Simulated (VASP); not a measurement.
Here is the system:

```
CELL_PARAMETERS angstrom
     -0.10306     3.92140     4.10229
      3.92140    -0.10306     4.10229
      1.90917     1.90917     0.00000
ATOMIC_POSITIONS crystal
  Ir 0.00000 0.00000 0.00000
  Ag 0.00000 0.50000 0.00000
  Ag 0.50000 0.00000 0.00000
  Ag 0.50000 0.50000 0.00000
```

Method: PBEsol GGA, VASP's PBE PAW potentials (set 64) (plane waves; VASP). Run with 400 eV cut-off, Gaussian smearing of 0.050 eV, potentials Ir Ag.

Unless said otherwise, spin-orbit coupling is left out, though it shifts the bands of the heavy elements here.

**Question.** Estimate the band gap (along the path) with the smallest direct gap where there is one.

**Answer.** 
```
Quantity                                                      Value
-------------------------  ----------------------------------------
band gap (along the path)  none (metal, semimetal or under 0.01 eV)
```

The structure was generated: Ag3Ir was put into an ordered model structure (Cmmm), which need not be its known phase. It was relaxed first.
